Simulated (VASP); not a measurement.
These are PBEsol GGA, VASP's PBE PAW potentials (set 64) (plane waves; VASP 6.6.1) values and carry that method's errors.

The input files of a VASP run:

KPOINTS:
```
Automatic mesh
0
Gamma
7 10 6
0 0 0
```

### POSCAR
```
SiNi
1
    5.1278996728     0.0000000000     0.0000000000
    0.0000000000     3.3306958485     0.0000000000
    0.0000000000     0.0000000000     5.5261434047
Ni Si
4 4
Direct
  0.0094403582   0.2500000000   0.1872948528
  0.4905596418   0.7500000000   0.6872948528
  0.5094403582   0.2500000000   0.3127051472
  0.9905596418   0.7500000000   0.8127051472
  0.3203834562   0.7500000000   0.0852451687
  0.1796165438   0.2500000000   0.5852451687
  0.8203834562   0.7500000000   0.4147548313
  0.6796165438   0.2500000000   0.9147548313
```

**INCAR**
```
GGA = PS
EDIFF = 1E-7   ! SCF stop (eV)
ENCUT = 400
NELM = 100
ALGO = Normal
LREAL = .FALSE.
LMAXMIX = 4
LCHARG = .TRUE.
ISIF = 2   ! forces and stress, cell fixed
LASPH = .TRUE.   ! aspherical one-centre terms
ISMEAR = -5
PREC = Accurate
SYSTEM = SiNi
NEDOS = 601
LEFG = .TRUE.
LWAVE = .FALSE.
LORBIT = 11   ! lm-projected
```

POTCAR, in this order: Ni Si (PBE.64 set). Program: vasp_std.

What VASP printed:

File OSZICAR:
```
       N       E                     dE             d eps       ncg     rms          rms(c)
DAV:   1     0.325745741620E+03    0.32575E+03   -0.20863E+04  6336   0.164E+03
DAV:   2    -0.314828970244E+02   -0.35723E+03   -0.34980E+03  6336   0.369E+02
DAV:   3    -0.590614312809E+02   -0.27579E+02   -0.27077E+02  7306   0.124E+02
DAV:   4    -0.600957728157E+02   -0.10343E+01   -0.10275E+01  7951   0.223E+01
DAV:   5    -0.601327471774E+02   -0.36974E-01   -0.36942E-01  8038   0.387E+00    0.299E+01
DAV:   6    -0.695841386963E+02   -0.94514E+01   -0.23975E+02  7855   0.204E+02    0.366E+01
DAV:   7    -0.520474395005E+02    0.17537E+02   -0.64105E+01  7587   0.124E+02    0.714E+00
DAV:   8    -0.524333427239E+02   -0.38590E+00   -0.10059E+01  9238   0.233E+01    0.422E+00
DAV:   9    -0.522760182229E+02    0.15732E+00   -0.90171E-01  8574   0.128E+01    0.924E-01
DAV:  10    -0.522724744508E+02    0.35438E-02   -0.37018E-02  7572   0.199E+00    0.514E-01
DAV:  11    -0.522707724666E+02    0.17020E-02   -0.90882E-03  9613   0.122E+00    0.166E-01
DAV:  12    -0.522706591592E+02    0.11331E-03   -0.40944E-04  7298   0.147E-01    0.847E-02
DAV:  13    -0.522705927637E+02    0.66396E-04   -0.12568E-04  9973   0.779E-02    0.284E-02
DAV:  14    -0.522705876956E+02    0.50680E-05   -0.14656E-05  7229   0.280E-02    0.816E-03
DAV:  15    -0.522705930538E+02   -0.53582E-05   -0.19602E-06  8673   0.187E-02    0.250E-03
DAV:  16    -0.522705940711E+02   -0.10172E-05   -0.36263E-07  5883   0.324E-03    0.121E-03
DAV:  17    -0.522705941148E+02   -0.43703E-07   -0.23695E-08  3638   0.149E-03
   1 F= -.52270594E+02 E0= -.52270594E+02  d E =0.000000E+00
```

**OUTCAR**
```
------------------------ aborting loop because EDIFF is reached ----------------------------------------
  FORCE on cell =-STRESS in cart. coord.  units (eV):
  Direction    XX          YY          ZZ          XY          YZ          ZX
  --------------------------------------------------------------------------------------
  Total       -0.3240416      0.4416232     -0.0194323      0.0000000      0.0000000      0.0000000
  in kB       -5.5006595      7.4966251     -0.3298671      0.0000000      0.0000000      0.0000000
  external PRESSURE =       0.5553662 kB  Pullay stress =       0.0000000 kB
  volume of cell :       94.38
      direct lattice vectors                 reciprocal lattice vectors
     5.127899673  0.000000000  0.000000000     0.195011616  0.000000000  0.000000000
     0.000000000  3.330695849  0.000000000     0.000000000  0.300237562  0.000000000
     0.000000000  0.000000000  5.526143405     0.000000000  0.000000000  0.180958026
 POSITION                                       TOTAL-FORCE (eV/Angst)
 -----------------------------------------------------------------------------------
      0.04841      0.83267      1.03502        -0.008632     -0.000000     -0.022439
      2.51554      2.49802      3.79809         0.008632      0.000000     -0.022439
      2.61236      0.83267      1.72805        -0.008632      0.000000      0.022439
      5.07949      2.49802      4.49113         0.008632      0.000000      0.022439
      1.64289      2.49802      0.47108         0.025059     -0.000000      0.000127
      0.92106      0.83267      3.23415        -0.025059      0.000000      0.000127
      4.20684      2.49802      2.29199         0.025059      0.000000     -0.000127
      3.48501      0.83267      5.05507        -0.025059      0.000000     -0.000127
 -----------------------------------------------------------------------------------
    total drift:                                0.000000      0.000000      0.000000
  FREE ENERGIE OF THE ION-ELECTRON SYSTEM (eV)
  ---------------------------------------------------
  free  energy   TOTEN  =       -52.2705941148 eV

  energy  without entropy=      -52.2705941148  energy(sigma->0) =      -52.27059411

 total charge

# of ion       s       p       d       tot
------------------------------------------
    1        0.516   0.676   8.464   9.655
    2        0.516   0.676   8.464   9.655
    3        0.516   0.676   8.464   9.655
    4        0.516   0.676   8.464   9.655
    5        0.760   0.863   0.000   1.623
    6        0.760   0.863   0.000   1.623
    7        0.760   0.863   0.000   1.623
    8        0.760   0.863   0.000   1.623
--------------------------------------------------
tot          5.102   6.156  33.856  45.114
```
(Selected blocks of OUTCAR.)

For a metal the tetrahedron method with Blöchl corrections gives inexact stress and forces.

The structure comes from a measured SiNi entry (Pnma) of the Crystallography Open Database, whose conditions weren't checked. It was relaxed first. The run is not spin-polarised, so no magnetic state was tried.
